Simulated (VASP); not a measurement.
# Lu2Ge3 (Amm2) in VASP: a series of runs

One crystal, Lu2Ge3, is run at these levels: PBEsol, optPBE-vdW, LDA; tasks: single point.

Program: VASP 6.6.1. These are calculated values, not measurements. Logs are shortened: lines on timing, memory, paths and dates and some standing lists are left out, and cuts for length are marked.

## 1. The structure

Symmetry: Amm2, No. 38, orthorhombic system. The conventional cell has a = 6.849 Å, b = 4.327 Å, c = 7.542 Å, α = 90.00°, β = 90.00°, γ = 90.00°. Lu (site symmetry m) has 9 Ge at 2.95 to 3.13 Å and 1 Lu at 3.14 Å as nearest neighbours. Around Ge (site symmetry mm2) lie 3 Ge at 2.50 to 2.51 Å. Ge (site symmetry mm2) has 6 Lu at 2.95 to 2.96 Å as nearest neighbours. Ge (site symmetry mm2) has 3 Ge at 2.50 to 2.51 Å as nearest neighbours.

The cell comes from a database or a generator and needn't be the stable form of this composition.

## 2. Single point, PBEsol

File INCAR:

```
PREC = Accurate
ENCUT = 600
EDIFF = 1E-7
ISMEAR = 0
SIGMA = 0.02
LREAL = False
LASPH = True
NELM = 60
ALGO = Normal
ISIF = 2
LWAVE = False
LCHARG = True
GGA = PS
LELF = True
LVHAR = True
```

File KPOINTS:

```
regular mesh
0
Gamma
  4 7 7
```

File POSCAR:

```
Lu2Ge3
6.8488
    1.000004088307      0.000000000000      0.000000000000
    0.000000000000      0.315894463322      0.550616750467
    0.000000000000     -0.315894463322      0.550616750467
Lu Ge
2 3
Direct
    0.2707740000      0.0000440000      0.0000440000
    0.7292260000      0.0000440000      0.0000440000
    0.0000000000      0.3336090000      0.3336090000
    0.5000000000      0.3331770000      0.3331770000
    0.0000000000      0.6665080000      0.6665080000
```

Potentials or basis: VASP PAW PBE potentials, release 64 (Lu_3, Ge_d), 4f in core.

The run is started by

```
cat potpaw_PBE.64/Lu_3/POTCAR potpaw_PBE.64/Ge_d/POTCAR > POTCAR
mpirun -np 1 vasp_std > vasp.out
```

OUTCAR:

```text
PREC = Accurate
   ENCUT = 600
   EDIFF = 1E-7
   ISMEAR = 0
   LREAL = False
   LASPH = True
   NELM = 60
   ISIF = 2
   GGA = PS

 ion  position               nearest neighbor table
   1  0.271  0.000  0.000-   4 2.95   4 2.95   4 2.96   3 3.11   3 3.11   5 3.11   5 3.11   5 3.13
                             3 3.13   2 3.14   2 3.71
   2  0.729  0.000  0.000-   4 2.95   4 2.95   4 2.96   3 3.11   3 3.11   5 3.11   5 3.11   5 3.13
                             3 3.13   1 3.14   1 3.71
   3  0.000  0.334  0.334-   5 2.50   5 2.50   5 2.51   2 3.11   1 3.11   2 3.11   1 3.11   2 3.13
                             1 3.13
   4  0.500  0.333  0.333-   1 2.95   2 2.95   1 2.95   2 2.95   1 2.96   2 2.96
   5  0.000  0.667  0.667-   3 2.50   3 2.50   3 2.51   1 3.11   2 3.11   1 3.11   2 3.11   2 3.13
                             1 3.13

  LATTYP: Found a base centered orthorhombic cell.
 ALAT       =     4.3269960008
 B/A-ratio  =     1.7430402061
 C/A-ratio  =     1.5828135729

  Lattice vectors:

 A1 = (   0.0000000000,   2.1634980004,  -3.7710640006)
 A2 = (   0.0000000000,   2.1634980004,   3.7710640006)
 A3 = (   6.8488280000,   0.0000000000,   0.0000000000)

Analysis of symmetry for initial positions (statically):
=====================================================================
 Subroutine PRICEL returns:
 Original cell was already a primitive cell.

 Routine SETGRP: Setting up the symmetry group for a
 base centered orthorhombic supercell.

 Subroutine GETGRP returns: Found  4 space group operations
 (whereof  4 operations were pure point group operations)
 out of a pool of  8 trial point group operations.

The static configuration has the point symmetry C_2v.

Analysis of symmetry for dynamics (positions and initial velocities):
=====================================================================
 Subroutine PRICEL returns:
 Original cell was already a primitive cell.

 Routine SETGRP: Setting up the symmetry group for a
 base centered orthorhombic supercell.

 Subroutine GETGRP returns: Found  4 space group operations
 (whereof  4 operations were pure point group operations)
 out of a pool of  8 trial point group operations.

The dynamic configuration has the point symmetry C_2v.

 Subroutine INISYM returns: Found  4 space group operations
 (whereof  4 operations are pure point group operations),
 and found     1 'primitive' translations

----------------------------------------------------------------------------------------

                                     Primitive cell

  volume of cell :     111.7549

  direct lattice vectors                    reciprocal lattice vectors
     6.848828000  0.000000000  0.000000000     0.146010383  0.000000000  0.000000000
     0.000000000  2.163498000  3.771064001     0.000000000  0.231107216  0.132588574
     0.000000000 -2.163498000  3.771064001     0.000000000 -0.231107216  0.132588574

  length of vectors
     6.848828000  4.347602477  4.347602477     0.146010383  0.266440003  0.266440003

  position of ions in fractional coordinates (direct lattice)
     0.270774000  0.000044000  0.000044000
     0.729226000  0.000044000  0.000044000
     0.000000000  0.333609000  0.333609000
     0.500000000  0.333177000  0.333177000
     0.000000000  0.666508000  0.666508000

  ion indices of the primitive-cell ions
   primitive index   ion index
                 1           1
                 2           2
                 3           3
                 4           4
                 5           5

----------------------------------------------------------------------------------------

 KPOINTS: regular mesh

Automatic generation of k-mesh.
 Grid dimensions read from file:
 generate k-points for:    4    7    7

 Generating k-lattice:

  Cartesian coordinates                     Fractional coordinates (reciprocal lattice)
     0.036502596  0.000000000  0.000000000     0.250000000  0.000000000  0.000000000
     0.000000000  0.033015317  0.018941225     0.000000000  0.142857143  0.000000000
[... 46 lines left out ...]
 non-spin polarized calculation
 Gauss-broadening in eV      SIGMA  =   0.02
  energy-cutoff  :      600.00
  volume of cell :      111.75
 maximum number of plane-waves:      3760
 NGX is ok and might be reduce to    56

 number of electron      60.0000013 magnetization

 Free energy of the ion-electron system (eV)
  ---------------------------------------------------
  ext. energy  EPLUGINS =         0.00000000
  ---------------------------------------------------
  free energy    TOTEN  =       -26.89396923 eV

  energy without entropy =      -26.89344960  energy(sigma->0) =      -26.89370941

 E-fermi :   4.3895     XC(G=0): -10.7419

 val. band max:        4.3862859055   @ k =   0.0000   0.1429   0.0000
 cond. band min:       4.4124899929   @ k =   0.0000   0.0000   0.0000
 fundamental gap:      0.0262040874
 Fermi energy:         4.3894683115

 k-point     1 :       0.0000    0.0000    0.0000
  band No.  band energies     occupation
      1     -22.4762      2.00000
      2     -22.3144      2.00000
      3     -22.3101      2.00000
      4     -22.2693      2.00000
      5     -22.2652      2.00000
      6     -22.0780      2.00000
[... 28 lines left out ...]
     35       6.2695      0.00000
     36       7.8796      0.00000

 k-point     2 :       0.2500    0.0000    0.0000
  band No.  band energies     occupation
      1     -22.4427      2.00000
      2     -22.3107      2.00000
      3     -22.3065      2.00000
      4     -22.2730      2.00000
      5     -22.2689      2.00000
      6     -22.1143      2.00000
[... 28 lines left out ...]
     35       6.7522      0.00000
     36       7.5778      0.00000

 k-point     3 :       0.5000    0.0000    0.0000
  band No.  band energies     occupation
      1     -22.3993      2.00000
      2     -22.3061      2.00000
      3     -22.3019      2.00000
      4     -22.2777      2.00000
      5     -22.2735      2.00000
      6     -22.1604      2.00000
[... 28 lines left out ...]
     35       6.4239      0.00000
     36       7.2793      0.00000
[... 742 lines left out ...]
 k-point    23 :       0.2500   -0.4286    0.1429
  band No.  band energies     occupation
      1     -22.4352      2.00000
      2     -22.3456      2.00000
      3     -22.3231      2.00000
      4     -22.3037      2.00000
      5     -22.2868      2.00000
      6     -22.1124      2.00000
[... 28 lines left out ...]
     35       8.0635      0.00000
     36       8.4325      0.00000

 k-point    24 :       0.5000   -0.4286    0.1429
  band No.  band energies     occupation
      1     -22.3953      2.00000
      2     -22.3395      2.00000
      3     -22.3198      2.00000
      4     -22.3098      2.00000
      5     -22.2901      2.00000
      6     -22.1546      2.00000
[... 28 lines left out ...]
     35       7.6829      0.00000
     36       8.1539      0.00000

 [... further k-points ...]
[... 5 lines left out ...]
  --------------------------------------------------------------------------------------
  -------------------------------------------------------------------------------------
  Total       -2.1973740     -1.3431712     -1.4839259      0.0000000      0.0000000      0.0000000
  in kB      -31.5027094    -19.2564083    -21.2743427      0.0000000      0.0000000      0.0000000
  external PRESSURE =     -24.0111535 kB  Pullay stress =       0.0000000 kB

 VOLUME and BASIS-vectors are now :
 -----------------------------------------------------------------------------
  energy-cutoff  :      600.00
  volume of cell :      111.75
      direct lattice vectors                 reciprocal lattice vectors
     6.848828000  0.000000000  0.000000000     0.146010383  0.000000000  0.000000000
     0.000000000  2.163498000  3.771064001     0.000000000  0.231107216  0.132588574
     0.000000000 -2.163498000  3.771064001     0.000000000 -0.231107216  0.132588574

 POSITION                                       TOTAL-FORCE (eV/Angst)
 -----------------------------------------------------------------------------------
      1.85448      0.00000      0.00033        -0.177492      0.000000      0.003635
      4.99434      0.00000      0.00033         0.177492      0.000000      0.003635
      0.00000      0.00000      2.51612        -0.000000      0.000000      0.032187
      3.42441      0.00000      2.51286        -0.000000      0.000000     -0.010908
      0.00000      0.00000      5.02689        -0.000000      0.000000     -0.028549
 -----------------------------------------------------------------------------------
    total drift:                               -0.000000      0.000000      0.000046

  FREE ENERGIE OF THE ION-ELECTRON SYSTEM (eV)
  ---------------------------------------------------
  free  energy   TOTEN  =       -26.8939692255 eV

  energy  without entropy=      -26.8934496024  energy(sigma->0) =      -26.89370941
```

It took 2.7 min on 1 thread of Intel Xeon 6975P-C (Granite Rapids), shared host; peak memory 0.37 GiB.

Results:

| Property | Result |
| --- | --- |
| Free energy | -26.8940 eV |
| Pressure | -2.4 GPa |
| Largest force | 0.178 eV/Å |
| Band gap on the k mesh | none (metal or under the smearing width) |

Forces on the atoms (eV/Å):
```
Lu  -0.177  0.000  0.004
Lu   0.177  0.000  0.004
Ge   0.000  0.000  0.032
Ge   0.000  0.000 -0.011
Ge   0.000  0.000 -0.029
```

Levels at points of the mesh, in eV from the Fermi level:
```csv
k point,band 26,band 27,band 28,band 29,band 30,band 31,band 32,band 33,band 34,band 35
"(0.00, 0.00, 0.00)",-2.74,-2.70,-0.46,-0.45,0.02,0.81,0.84,1.41,1.84,1.88
"(0.50, 0.00, 0.00)",-2.61,-2.57,-1.84,-0.46,-0.43,0.17,0.19,1.68,2.01,2.03
```

Caveat: the PAW data sets were made with another functional, which shifts forces and pressure a little.

## 3. Single point, PBEsol

File run.py:

```python
from ase import Atoms
from ase.calculators.vasp import Vasp
from ase.dft.bandgap import bandgap

atoms = Atoms(
    ['Lu', 'Lu', 'Ge', 'Ge', 'Ge'],
    cell=[[6.848828, 0.0, 0.0], [0.0, 2.1634980004, 3.7710640006], [0.0, -2.1634980004, 3.7710640006]],
    scaled_positions=[[0.270774, 4.4e-05, 4.4e-05], [0.729226, 4.4e-05, 4.4e-05], [0.0, 0.333609, 0.333609], [0.5, 0.333177, 0.333177], [0.0, 0.666508, 0.666508]],
    pbc=True,
)
calc = Vasp(
    directory='calc',
    xc='pbesol',
    pp='PBE',
    setups={'base': 'minimal', 'Lu': '_3', 'Ge': '_d'},
    prec='Accurate',
    encut=600,
    ediff=1e-07,
    ismear=0,
    sigma=0.02,
    lreal=False,
    lasph=True,
    nelm=100,
    algo='Normal',
    isif=2,
    lwave=False,
    lcharg=True,
    lelf=True,
    lvhar=True,
    kpts=[4, 7, 7],
    gamma=True,
    nbands=38,
)
atoms.calc = calc

print('energy (eV):', atoms.get_potential_energy())
print('free energy (eV):', atoms.get_potential_energy(force_consistent=True))
print('forces (eV/A):')
print(atoms.get_forces())
print('stress (eV/A^3, Voigt):', atoms.get_stress())
print('Fermi level (eV):', calc.get_fermi_level())
gap, top, bottom = bandgap(calc)
print('band gap (eV):', gap, 'from (spin, k, band)', top, 'to', bottom)
```

Potentials or basis: VASP PAW PBE potentials, release 64 (Lu_3, Ge_d), 4f in core.

The run is started by

```
python run.py
```

Run time: 3 min. Hardware: 1 thread of Intel Xeon 6975P-C (Granite Rapids), shared host; peak memory 0.38 GiB.

Results (log left out):

| Property | Result |
| --- | --- |
| Free energy | -26.8940 eV |
| Pressure | -2.4 GPa |
| Largest force | 0.177 eV/Å |
| Band gap on the k mesh | none (metal or under the smearing width) |

Forces in eV/Å, atoms in the order of the input:
```
Lu  -0.177  0.000  0.004
Lu   0.177  0.000  0.004
Ge   0.000  0.000  0.032
Ge   0.000  0.000 -0.011
Ge   0.000  0.000 -0.029
```

Stress tensor (GPa, compression positive):
```
-3.15  0.00  0.00
 0.00 -1.92  0.00
 0.00  0.00 -2.12
```

Levels at points of the mesh, in eV from the Fermi level:
```csv
k point,band 28,band 29,band 30,band 31,band 32,band 33
"(0.00, 0.00, 0.00)",-0.46,-0.45,0.02,0.81,0.84,1.41
"(0.50, 0.00, 0.00)",-1.84,-0.46,-0.43,0.17,0.19,1.68
```

Caveat: the PAW data sets were made with another functional, which shifts forces and pressure a little.

## 4. Single point, optPBE-vdW

This run uses another cell than the first one: it holds 10 atoms, not 5.

File INCAR:

```
SYSTEM = Lu2Ge3
PREC = Accurate
ENCUT = 600
EDIFF = 1E-6
ISMEAR = -1
SIGMA = 0.05
LREAL = .FALSE.
LASPH = .TRUE.
NELM = 80
ALGO = Normal
ISIF = 2
LWAVE = .FALSE.
LCHARG = .FALSE.
GGA = OR
LUSE_VDW = .TRUE.
AGGAC = 0.0
NBANDS = 71
```

File Lu2Ge3.cif:

```cif
data_Lu2Ge3
_cell_length_a 6.84882800
_cell_length_b 4.32699600
_cell_length_c 7.54212800
_cell_angle_alpha 90.00000000
_cell_angle_beta 90.00000000
_cell_angle_gamma 90.00000000
_space_group_name_H-M_alt 'Amm2'
_space_group_name_Hall 'A 2 -2'
_space_group_IT_number 38
loop_
_space_group_symop_operation_xyz
'x,y,z'
'-x,-y,z'
'-x,y,z'
'x,-y,z'
'x,y+1/2,z+1/2'
'-x,-y+1/2,z+1/2'
'-x,y+1/2,z+1/2'
'x,-y+1/2,z+1/2'
loop_
_atom_site_label
_atom_site_type_symbol
_atom_site_symmetry_multiplicity
_atom_site_Wyckoff_symbol
_atom_site_fract_x
_atom_site_fract_y
_atom_site_fract_z
_atom_site_occupancy
Lu1 Lu 4 c 0.2707740000 0.0000000000 0.0000440000 1
Ge1 Ge 2 a 0.0000000000 0.0000000000 0.3336090000 1
Ge2 Ge 2 b 0.5000000000 0.0000000000 0.3331770000 1
Ge3 Ge 2 a 0.0000000000 0.5000000000 0.1665080000 1
```

File KPOINTS:

```
Automatic mesh
0
G
  4 6 4
  0 0 0
```

File POSCAR:

```
Lu Ge
 1.0000000000000000
     6.8488280000000001    0.0000000000000000    0.0000000000000000
     0.0000000000000000    4.3269960000000003    0.0000000000000000
     0.0000000000000000    0.0000000000000000    7.5421279999999999
 Lu  Ge 
   4   6
Cartesian
  1.8544845528720002  0.0000000000000000  0.0003318536320000
  4.9943434471279993  0.0000000000000000  0.0003318536320000
  1.8544845528720002  2.1634980000000001  3.7713958536320003
  4.9943434471279993  2.1634980000000001  3.7713958536320003
  0.0000000000000000  0.0000000000000000  2.5161217799519999
  0.0000000000000000  2.1634980000000001  6.2871857799519999
  3.4244140000000001  0.0000000000000000  2.5128635806560000
  3.4244140000000001  2.1634980000000001  6.2839275806560000
  0.0000000000000000  2.1634980000000001  1.2558246490239999
  0.0000000000000000  0.0000000000000000  5.0268886490239995
```

The run is started by

```
ase convert -i cif -o vasp Lu2Ge3.cif POSCAR
cat potpaw_PBE.64/Lu_3/POTCAR potpaw_PBE.64/Ge_d/POTCAR > POTCAR
mpirun -np 1 vasp_std > vasp.out
```

Wall time 13 min (1 thread of Intel Xeon 6975P-C (Granite Rapids), shared host); peak memory 1.2 GiB.

The run converged. Its results:

* Free energy: -16.5328 eV
* Pressure: 1.3 GPa
* Largest force: 0.140 eV/Å
* Band gap on the k mesh: none (metal or under the smearing width)

Forces on the atoms (eV/Å):
```
Lu  -0.140  0.000  0.002
Lu   0.140  0.000  0.002
Lu  -0.140  0.000  0.002
Lu   0.140  0.000  0.002
Ge   0.000  0.000  0.034
Ge   0.000  0.000  0.034
Ge   0.000  0.000 -0.013
Ge   0.000  0.000 -0.013
Ge   0.000  0.000 -0.026
Ge   0.000  0.000 -0.026
```

Stress tensor (GPa, compression positive):
```
0.82 0.00 0.00
0.00 2.19 0.00
0.00 0.00 1.04
```

Levels at points of the mesh, in eV from the Fermi level:
| k point | band 58 | band 59 | band 60 | band 61 | band 62 | band 63 |
| --- | --- | --- | --- | --- | --- | --- |
| (0.00, 0.00, 0.00) | -0.62 | -0.61 | -0.08 | 0.65 | 0.68 | 1.21 |
| (0.50, 0.00, 0.00) | -0.62 | -0.59 | -0.57 | -0.52 | 0.04 | 0.06 |
| (0.00, 0.50, 0.00) | -1.35 | 0.47 | 0.47 | 0.83 | 0.83 | 1.35 |
| (0.50, 0.50, 0.00) | -1.05 | -0.77 | -0.77 | 0.49 | 0.49 | 1.54 |
| (0.00, 0.00, 0.50) | -0.73 | -0.66 | -0.66 | 0.65 | 0.65 | 1.70 |
| (0.50, 0.00, 0.50) | -1.15 | -0.59 | -0.59 | 0.46 | 0.46 | 1.42 |
| (0.00, 0.50, 0.50) | -1.74 | -0.68 | -0.68 | 1.63 | 1.63 | 1.85 |
| (0.50, 0.50, 0.50) | -0.70 | -0.58 | -0.58 | -0.53 | -0.53 | 2.13 |

Caveat: the PAW data sets were made with another functional, which shifts forces and pressure a little. The run has no spin-orbit coupling, so splittings on Lu are missing.

## 5. Single point, LDA

File INCAR:

```
ALGO = Normal
EDIFF = 1E-6
ENCUT = 520
GGA = CA
ISIF = 2
ISMEAR = 0
LASPH = T
LCHARG = F
LREAL = F
LWAVE = F
NELM = 100
PREC = Accurate
SIGMA = 0.1
```

File KPOINTS:

```
k-points
0
Gamma
  4 7 7
```

File POSCAR:

```
Lu2Ge3
6.8488
    1.000004088307      0.000000000000      0.000000000000
    0.000000000000      0.315894463322      0.550616750467
    0.000000000000     -0.315894463322      0.550616750467
Lu Ge
2 3
Direct
    0.2707740000      0.0000440000      0.0000440000
    0.7292260000      0.0000440000      0.0000440000
    0.0000000000      0.3336090000      0.3336090000
    0.5000000000      0.3331770000      0.3331770000
    0.0000000000      0.6665080000      0.6665080000
```

Potentials or basis: VASP PAW PBE potentials, release 64 (Lu, Ge_d).

The run is started by

```
cat potpaw_PBE.64/Lu/POTCAR potpaw_PBE.64/Ge_d/POTCAR > POTCAR
mpirun -np 1 vasp_std > vasp.out
```

Wall time 2.3 min (1 thread of Intel Xeon 6975P-C (Granite Rapids), shared host); peak memory 0.35 GiB.

Results (log left out):

```
Free energy            : -28.2655 eV
Pressure               : -4.6 GPa
Largest force          : 0.151 eV/Å
Band gap on the k mesh : none (metal or under the smearing width)
```

Forces on the atoms (eV/Å):
```
Lu  -0.151  0.000  0.006
Lu   0.151  0.000  0.006
Ge   0.000  0.000  0.023
Ge   0.000  0.000 -0.010
Ge   0.000  0.000 -0.025
```

Stress tensor (GPa, compression positive):
```
-5.40  0.00  0.00
 0.00 -4.15  0.00
 0.00  0.00 -4.38
```

Levels at points of the mesh, in eV from the Fermi level:
| k point | band 42 | band 43 | band 44 | band 45 | band 46 | band 47 | band 48 | band 49 | band 50 | band 51 |
| --- | --- | --- | --- | --- | --- | --- | --- | --- | --- | --- |
| (0.00, 0.00, 0.00) | -2.72 | -2.68 | -0.49 | -0.47 | -0.03 | 0.83 | 0.86 | 1.43 | 1.76 | 1.80 |
| (0.50, 0.00, 0.00) | -2.56 | -2.52 | -1.85 | -0.49 | -0.46 | 0.18 | 0.20 | 1.65 | 1.91 | 1.94 |

Caveat: the PAW data sets were made with another functional, which shifts forces and pressure a little.

## 6. Summary

```tsv
level	potentials or basis	k mesh	cutoff (eV)	smearing	gap on the mesh (eV)	pressure (GPa)	largest force (eV/Å)
PBEsol	VASP PAW PBE potentials, release 64 (Lu_3, Ge_d), 4f in core	4 × 7 × 7	600	gaussian 0.02 eV	none	-2.4	0.18
optPBE-vdW	VASP PAW PBE potentials, release 64 (Lu_3, Ge_d), 4f in core	4 × 6 × 4	600	fermi-dirac 0.05 eV	none	1.3	0.14
LDA	VASP PAW PBE potentials, release 64 (Lu, Ge_d)	4 × 7 × 7	520	gaussian 0.1 eV	none	-4.6	0.15
```

Alike in all rows: task single point; no spin polarisation; cell as given.

Caveats: the PAW data sets were made with another functional, which shifts forces and pressure a little.

Absolute energies hang on the potentials; compare differences alone.
